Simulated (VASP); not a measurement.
Consider the following.

```yaml
crystal:
  lattice:
    - [5.29261, 0.00000, 0.00000]
    - [-2.64631, 4.58354, 0.00000]
    - [0.00000, 0.00000, 5.85966]
  atoms:
    - { symbol: La, position: [0.33333, 0.66667, 0.93750] }
    - { symbol: La, position: [0.66667, 0.33333, 0.43750] }
    - { symbol: Si, position: [0.33333, 0.66667, 0.43750] }
    - { symbol: Si, position: [0.66667, 0.33333, 0.93750] }
```

All values below come from PBEsol GGA, VASP's PBE PAW potentials (set 64) (plane waves; VASP 6.6.1). Settings: 400 eV cut-off, Gaussian smearing of 0.050 eV, potentials La Si.

Task: Estimate the band gap (along the path) with the smallest direct gap where there is one.

Result: 
```yaml
band gap (along the path): none (metal, semimetal or under 0.01 eV)
```

The absolute energy has meaning only against runs of the same code, potentials and settings.

The structure was generated: LaSi was put into the wurtzite type (P6_3mc), which need not be its known phase. It was relaxed first, which changed the volume by -28 %. The relaxed cell has space group P6_3/mmc.
